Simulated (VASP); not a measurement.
Level of theory: PBE GGA with D3 dispersion (zero damping), VASP's PBE PAW potentials (set 64) (plane waves; VASP).

The input files of a VASP run:

INCAR:
```
# general
SYSTEM   =  BaTiO3
PREC     =  Accurate
ENCUT    =  520
LREAL    =  .FALSE.
LASPH    =  .TRUE.

# electronic loop
EDIFF    =  1E-7
NELM     =  100
ALGO     =  Normal
LMAXMIX  =  4

# smearing
ISMEAR   =  0
SIGMA    =  0.05

# functional
GGA      =  PE
IVDW     =  11

# ions
ISIF     =  2

# output
LWAVE    =  .FALSE.
LCHARG   =  .FALSE.
```

File POSCAR:
```
BaTiO3
1
    4.0943111493     0.0000000000     0.0000000000
    0.0000000000     4.0943111493     0.0000000000
    0.0000000000     0.0000000000     4.0943111493
Ba Ti O
1 1 3
Direct
  0.0000000000   0.0000000000   0.0000000000
  0.5000000000   0.5000000000   0.5000000000
  0.5000000000   0.0000000000   0.5000000000
  0.0000000000   0.5000000000   0.5000000000
  0.5000000000   0.5000000000   0.0000000000
```

KPOINTS:
```
Automatic mesh
0
Gamma
6 6 6
0 0 0
```

POTCAR, in this order: Ba_sv Ti_sv O (PBE.64 set). Program: vasp_std.

Unless said otherwise, spin-orbit coupling is left out, though it shifts the bands of the heavy elements here.

Task: Predict the energy per atom (σ→0), dispersion energy, pressure, band gap (on the k-mesh).

Result: 
| Item | Value |
|---|---|
| energy per atom (σ→0) | -8.147 eV/atom |
| dispersion energy | -0.814 eV |
| band gap (on the k-mesh) | 1.61 eV |
| pressure | -8.69 GPa |

OSZICAR:
```
...
DAV:  13    -0.399236774126E+02    0.62950E-03   -0.24199E-03  1168   0.455E-01    0.294E-02
DAV:  14    -0.399236823855E+02   -0.49729E-05   -0.18631E-04  1472   0.103E-01    0.217E-02
DAV:  15    -0.399236776736E+02    0.47119E-05   -0.47321E-05  1152   0.619E-02    0.535E-03
DAV:  16    -0.399236775324E+02    0.14116E-06   -0.62309E-06  1208   0.235E-02    0.314E-03
DAV:  17    -0.399236773541E+02    0.17838E-06   -0.45994E-07  1088   0.583E-03    0.155E-03
DAV:  18    -0.399236772456E+02    0.10846E-06   -0.17637E-07   880   0.362E-03    0.280E-04
DAV:  19    -0.399236772502E+02   -0.46443E-08   -0.15708E-08   504   0.114E-03
   1 F= -.40737277E+02 E0= -.40737277E+02  d E =-.415734E-22
```

The compound is BaTiO3 in the cubic perovskite structure, the ideal cubic form; the compound distorts at low or room temperature. This cell is one point of a volume scan, at 1.06 of the reference volume.
